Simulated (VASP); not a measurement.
Input for VASP

File KPOINTS:
```
Regular mesh
0
Gamma
 12 12 12
0 0 0
```

### INCAR
```
ISIF = 4   # ions and shape, fixed volume
PARAM2 = 0.7114
ZAB_VDW = -1.8867
EDIFF = 1E-7
LREAL = .False.   # projection in real space or not
ENCUT = 520
PARAM1 = 0.1234568
LCHARG = .False.
SYSTEM = As
NELM = 100   # most electronic steps
LASPH = .True.   # aspherical one-centre terms
LUSE_VDW = .True.
PREC = Accurate
EDIFFG = -0.01
GGA = MK
IBRION = 2   # conjugate gradients
ALGO = Normal   # blocked Davidson
LWAVE = .False.
SIGMA = 0.1
AGGAC = 0.0
NSW = 30
ISMEAR = 1   # Methfessel-Paxton
LMAXMIX = 4   # l cut-off of mixed one-centre charges
```

### POSCAR
```
As
1.0
  3.5767613594  -1.8701890570  -0.0260489170
  3.5767613594   1.8701890570  -0.0260489170
  2.6214329796   0.0000000000   3.0691358572
As
2
Cart
  2.2362917728  -0.0000000000   0.6902309860
  7.5386639256   0.0000000000   2.3268070372
```

POTCAR, in this order: As (PBE.64 set). Program: vasp_std.

Write an equivalent input for Quantum ESPRESSO's pw.x.

One equivalent input (not run):
```
&CONTROL
  calculation = 'vc-relax'
  pseudo_dir = './pseudo'
  outdir = './out'
  tprnfor = .true.
  tstress = .true.
  nstep = 30
  forc_conv_thr = 0.00039
/
&SYSTEM
  ibrav = 0
  nat = 2
  ntyp = 1
  ecutwfc = 84
  occupations = 'smearing'
  smearing = 'methfessel-paxton'
  degauss = 0.00735
  input_dft = 'vdw-df2-b86r'
/
&ELECTRONS
  conv_thr = 7.3e-09
  electron_maxstep = 100
/
&IONS
/
&CELL
  cell_dofree = 'shape'
/
ATOMIC_SPECIES
  As 74.922 As.upf
CELL_PARAMETERS angstrom
     3.5767614   -1.8701891   -0.0260489
     3.5767614    1.8701891   -0.0260489
     2.6214330    0.0000000    3.0691359
ATOMIC_POSITIONS crystal
  As   0.2287777  0.2287777  0.2287777
  As   0.7712223  0.7712223  0.7712223
K_POINTS automatic
  12 12 12 0 0 0
```
Limits of the translation: the potentials are each code's own (VASP's PAW set, PseudoDojo norm-conserving files in pw.x), so ENCUT and ecutwfc are chosen apart and not converted; conv_thr bounds pw.x's estimated SCF error, while EDIFF bounds the energy change between steps; forc_conv_thr acts on force components and is met together with etot_conv_thr.

The compound is As in the a7 structure. This cell is one point of a volume scan, at 0.94 of the reference volume. Symmetry was kept, so distortions that lower it aren't found.
